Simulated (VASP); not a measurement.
An input for Ansatz (written as the equivalent of a VASP run, and not itself run):

Ansatz 0.2 input:
```yaml
crystal:
  lattice:
    - [4.2454920, 0.0000000, 0.0000000]
    - [0.0000000, 4.2454920, 0.0000000]
    - [0.0000000, 0.0000000, 4.2454920]
  atoms:
    - { symbol: Cd, position: [0.0000000, 0.5000000, 0.5000000] }
    - { symbol: Cd, position: [0.5000000, 0.5000000, 0.0000000] }
    - { symbol: Cd, position: [0.5000000, 0.0000000, 0.5000000] }
    - { symbol: W, position: [0.0000000, 0.0000000, 0.0000000] }
kpoints:
  mp_grid: { grid: [7, 7, 7] }
hamiltonian:
  xc: pbe
  pseudopotentials: { kind: paw }
scf:
  occupations: { method: gaussian, width: 0.05 }
  max_iter: 100
output: { forces: true, stress: true, eigenvalues: true }
```

Problem. Write the VASP files for the same calculation (PBE).

Solution. This is not unique; one that fits is 
**INCAR**
```
# general
SYSTEM   =  Cd3W
PREC     =  Accurate
ENCUT    =  300
LREAL    =  F
LASPH    =  T

# electronic loop
EDIFF    =  1E-6
NELM     =  100
ALGO     =  Normal
LMAXMIX  =  6

# smearing
ISMEAR   =  0
SIGMA    =  0.05

# functional
GGA      =  PE

# ions
ISIF     =  2

# output
LWAVE    =  F
LCHARG   =  F
```

KPOINTS:
```
kpoints
0
Gamma
 7 7 7
0 0 0
```

### POSCAR
```
Cd3W
1
    4.2454920000     0.0000000000     0.0000000000
    0.0000000000     4.2454920000     0.0000000000
    0.0000000000     0.0000000000     4.2454920000
Cd W
3 1
Direct
  0.0000000000   0.5000000000   0.5000000000
  0.5000000000   0.5000000000   0.0000000000
  0.5000000000   0.0000000000   0.5000000000
  0.0000000000   0.0000000000   0.0000000000
```

POTCAR, in this order: Cd W_sv (PBE.64 set). Program: vasp_std.

What does not carry over: each code has its own PAW files, so the cut-off isn't converted (ENCUT is set for VASP's; basis.ecutwfc is left out, and Ansatz then takes the one that its files recommend); Ansatz stops its SCF on the density residual and VASP on the energy change (EDIFF).

The structure was generated: Cd3W was put into an ordered model structure, which need not be its known phase. The cell was not relaxed at this level, and its volume differs by -5.9 % from the start's.
